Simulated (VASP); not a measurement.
```yaml
crystal:
  lattice:
    - [0.00000, 1.74008, 1.74008]
    - [1.74008, 0.00000, 1.74008]
    - [1.74008, 1.74008, 0.00000]
  atoms:
    - { symbol: Ni, position: [0.00000, 0.00000, 0.00000], spin: 0.6 }
```

Level of theory: PBE GGA with D4 dispersion, VASP's PBE PAW potentials (set 64) (plane waves; VASP). Numerical set-up: 520 eV cut-off, 20×20×20 Γ-centred mesh, tetrahedra with Blöchl corrections, potentials Ni.

Task: Predict the cell moment, energy per atom (σ→0), band gap (on the k-mesh) with the smallest direct gap where there is one.

Result: 
```yaml
band gap (on the k-mesh): none (metal, semimetal or under 0.01 eV)
cell_moment: 0.61 μB
energy per atom (σ→0): -5.932 eV/atom
```

Task: Give the moment on each site (PAW-sphere projection).

Result: 
```csv
site,moment (μB)
Ni1,0.62
```

The absolute energy has meaning only against runs of the same code, potentials and settings.

The compound is Ni in the fcc structure. It was relaxed first.
